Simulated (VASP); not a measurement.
Level of theory: PBEsol GGA, VASP's PBE PAW potentials (set 64) (plane waves; VASP 6.6.1).

A VASP calculation is set up with these files.

KPOINTS:
```
k-points along high-symmetry lines
10
Line-mode
Reciprocal
  0.000000   0.000000   0.000000 ! GAMMA
  0.000000   0.500000   0.000000 ! M

  0.000000   0.500000   0.000000 ! M
 -0.333333   0.666667   0.000000 ! K

 -0.333333   0.666667   0.000000 ! K
  0.000000   0.000000   0.000000 ! GAMMA

  0.000000   0.000000   0.000000 ! GAMMA
  0.000000   0.000000   0.500000 ! A

  0.000000   0.000000   0.500000 ! A
  0.000000   0.500000   0.500000 ! L

  0.000000   0.500000   0.500000 ! L
 -0.333333   0.666667   0.500000 ! H

 -0.333333   0.666667   0.500000 ! H
  0.000000   0.000000   0.500000 ! A

  0.000000   0.500000   0.500000 ! L
  0.000000   0.500000   0.000000 ! M

 -0.333333   0.666667   0.500000 ! H
 -0.333333   0.666667   0.000000 ! K
```

INCAR:
```
SYSTEM = WSe2
PREC = Accurate; ENCUT = 520; LREAL = .False.
LASPH = .True.; ICHARG = 11
EDIFF = 1E-7; NELM = 100; ALGO = Normal
LMAXMIX = 6
ISMEAR = 0; SIGMA = 0.05
GGA = PS
LWAVE = .False.; LCHARG = .False.; LORBIT = 11
```

POSCAR:
```
WSe2
1
    1.6373286803    -2.8359361401    -0.0000000000
    1.6373286803     2.8359361401     0.0000000000
    0.0000000000     0.0000000000    13.1968612982
W Se
2 4
Direct
  0.3333330000   0.6666670000   0.2500000000
  0.6666670000   0.3333330000   0.7500000000
  0.3333330000   0.6666670000   0.8770458612
  0.6666670000   0.3333330000   0.3770458612
  0.6666670000   0.3333330000   0.1229541388
  0.3333330000   0.6666670000   0.6229541388
```

POTCAR, in this order: W_sv Se (PBE.64 set). Program: vasp_std. Read from the step before: CHGCAR.

Output

OSZICAR:
```
       N       E                     dE             d eps       ncg     rms          rms(c)
DAV:   1     0.508238098262E+03    0.50824E+03   -0.28561E+04  6292   0.163E+03
DAV:   2    -0.114904251484E+02   -0.51973E+03   -0.50831E+03  6592   0.429E+02
DAV:   3    -0.443071810878E+02   -0.32817E+02   -0.32166E+02  7015   0.946E+01
DAV:   4    -0.452210517007E+02   -0.91387E+00   -0.91028E+00  6865   0.155E+01
DAV:   5    -0.452418897941E+02   -0.20838E-01   -0.20826E-01  7214   0.229E+00
DAV:   6    -0.452424263078E+02   -0.53651E-03   -0.53636E-03  6988   0.364E-01
DAV:   7    -0.452424393859E+02   -0.13078E-04   -0.13075E-04  7229   0.610E-02
DAV:   8    -0.452424397967E+02   -0.41077E-06   -0.41071E-06  6669   0.112E-02
DAV:   9    -0.452424398113E+02   -0.14623E-07   -0.14706E-07  4968   0.226E-03
   1 F= -.45242440E+02 E0= -.45242440E+02  d E =-.218795E-28
```

### OUTCAR
```
 val. band max:        5.9542511688   @ k =   0.0000   0.0000   0.0000

 cond. band min:       6.9572293069   @ k =  -0.1852   0.3704   0.0000



 k-point     1 :       0.0000    0.0000    0.0000
  band No.  band energies     occupation
      1     -68.2311      2.00000
      2     -68.2311      2.00000
      3     -32.4922      2.00000
      4     -32.4922      2.00000
      5     -32.3451      2.00000
      6     -32.3450      2.00000
      7     -32.3450      2.00000
      8     -32.3450      2.00000
      9      -9.2718      2.00000
     10      -9.0672      2.00000
     11      -8.0648      2.00000
     12      -7.7168      2.00000
     13      -1.0973      2.00000
     14      -0.1218      2.00000
     15       2.4215      2.00000
     16       3.3853      2.00000
     17       3.3853      2.00000
     18       3.3981      2.00000
     19       3.3981      2.00000
     20       4.5266      2.00000
     21       4.5267      2.00000
     22       4.5686      2.00000
     23       4.5687      2.00000
     24       4.7884      2.00000
     25       4.8619      2.00000
     26       5.9543      2.00000
     27       8.7341      0.00000
     28       8.7355      0.00000
     29       8.7753      0.00000
     30       8.7783      0.00000
     31       8.8531      0.00000

 k-point     2 :       0.0000    0.0556    0.0000
  band No.  band energies     occupation
      1     -68.2308      2.00000
      2     -68.2308      2.00000
      3     -32.4907      2.00000
      4     -32.4907      2.00000
      5     -32.3526      2.00000
      6     -32.3526      2.00000
      7     -32.3468      2.00000
      8     -32.3468      2.00000
      9      -9.2236      2.00000
     10      -9.0192      2.00000
     11      -8.0384      2.00000
     12      -7.6943      2.00000
     13      -1.0354      2.00000
     14      -0.0600      2.00000
     15       2.3771      2.00000
     16       3.2345      2.00000
     17       3.2517      2.00000
     18       3.4311      2.00000
...
```

The density is held fixed in this step, so its total energy and stress have no physical meaning. Without a dispersion term in the relaxation, distances and binding between the weakly bound layers, chains or molecules are unreliable, and so is what depends on them. Unless said otherwise, spin-orbit coupling is left out, though it shifts the bands of the heavy elements here.

The compound is WSe2 in the 2H layered structure. It was relaxed first.
